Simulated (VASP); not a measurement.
Given:

```yaml
crystal:
  lattice:
    - [3.14186, 0.00000, 0.00000]
    - [-1.57093, 2.72093, 0.00000]
    - [0.00000, 0.00000, 4.36433]
  atoms:
    - { symbol: Zn, position: [0.00000, 0.00000, 0.00000] }
    - { symbol: H, position: [0.66667, 0.33333, 0.53937] }
    - { symbol: H, position: [0.33333, 0.66667, 0.46063] }
    - { symbol: O, position: [0.66667, 0.33333, 0.76500] }
    - { symbol: O, position: [0.33333, 0.66667, 0.23500] }
```

All values below come from LDA (Ceperley-Alder, Perdew-Zunger) with spin-orbit coupling, VASP's LDA PAW potentials (set 64) (plane waves; VASP 6.6.1). Numerical set-up: 520 eV cut-off, 7×7×5 Γ-centred mesh, Gaussian smearing of 0.050 eV, potentials Zn H O.

Give the energies of bands 17 to 30 at the high-symmetry points, in eV from the valence-band maximum.

```json
[
 {"band": "17", "Γ": "-3.74", "M": "-3.57", "K": "-3.54", "A": "-3.75", "L": "-3.49", "H": "-3.73"},
 {"band": "18", "Γ": "-3.74", "M": "-3.57", "K": "-3.54", "A": "-3.75", "L": "-3.49", "H": "-3.73"},
 {"band": "19", "Γ": "-1.27", "M": "-3.44", "K": "-3.31", "A": "-1.55", "L": "-3.10", "H": "-3.50"},
 {"band": "20", "Γ": "-1.27", "M": "-3.44", "K": "-3.31", "A": "-1.55", "L": "-3.10", "H": "-3.50"},
 {"band": "21", "Γ": "-1.24", "M": "-2.90", "K": "-2.29", "A": "-1.52", "L": "-2.37", "H": "-3.44"},
 {"band": "22", "Γ": "-1.24", "M": "-2.90", "K": "-2.29", "A": "-1.52", "L": "-2.37", "H": "-3.44"},
 {"band": "23", "Γ": "-0.38", "M": "-2.33", "K": "-1.88", "A": "-0.09", "L": "-1.81", "H": "-0.89"},
 {"band": "24", "Γ": "-0.38", "M": "-2.33", "K": "-1.88", "A": "-0.09", "L": "-1.81", "H": "-0.89"},
 {"band": "25", "Γ": "-0.34", "M": "0.00", "K": "-1.82", "A": "-0.06", "L": "-0.56", "H": "-0.87"},
 {"band": "26", "Γ": "-0.34", "M": "0.00", "K": "-1.82", "A": "-0.06", "L": "-0.56", "H": "-0.87"},
 {"band": "27", "Γ": "2.53", "M": "7.19", "K": "8.19", "A": "5.00", "L": "6.55", "H": "8.45"},
 {"band": "28", "Γ": "2.53", "M": "7.19", "K": "8.19", "A": "5.00", "L": "6.55", "H": "8.45"},
 {"band": "29", "Γ": "6.18", "M": "7.50", "K": "8.76", "A": "5.89", "L": "7.61", "H": "8.83"},
 {"band": "30", "Γ": "6.18", "M": "7.50", "K": "8.76", "A": "5.89", "L": "7.61", "H": "8.83"}
]
```

The gap is indirect, 2.53 eV, from the valence maximum at M to the conduction minimum at Γ.

The structure comes from a computed database's ZnH2O2 entry (P-3m1); how it stands against other phases isn't given here. It was relaxed first, which changed the volume by -9 %.
